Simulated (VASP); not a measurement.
Given:

```yaml
crystal:
  lattice:
    - [2.77487, 0.00000, 0.00000]
    - [0.00000, 2.77487, 0.00000]
    - [0.00000, 0.00000, 3.63706]
  atoms:
    - { symbol: Mo, position: [0.50000, 0.50000, 0.50000] }
    - { symbol: Ru, position: [0.00000, 0.00000, 0.00000] }
```

Calculation: PBE GGA, VASP's PBE PAW potentials (set 64) (plane waves; VASP). Numerical set-up: 300 eV cut-off, 11×11×9 Γ-centred mesh, Fermi-Dirac smearing of 0.14 eV, potentials Mo_sv Ru_pv.

At this cut-off the stress carries a Pulay error, which pulls relaxed volumes low.

Question: Give the stress tensor in GPa (positive for a compressed cell).

Answer: 
```
14.91   0.00   0.00
 0.00  14.91   0.00
 0.00   0.00  24.67
```
The pressure is its mean diagonal, 18.16 GPa.

The structure was generated: MoRu was put into an ordered model structure, which need not be its known phase. The cell was not relaxed at this level.
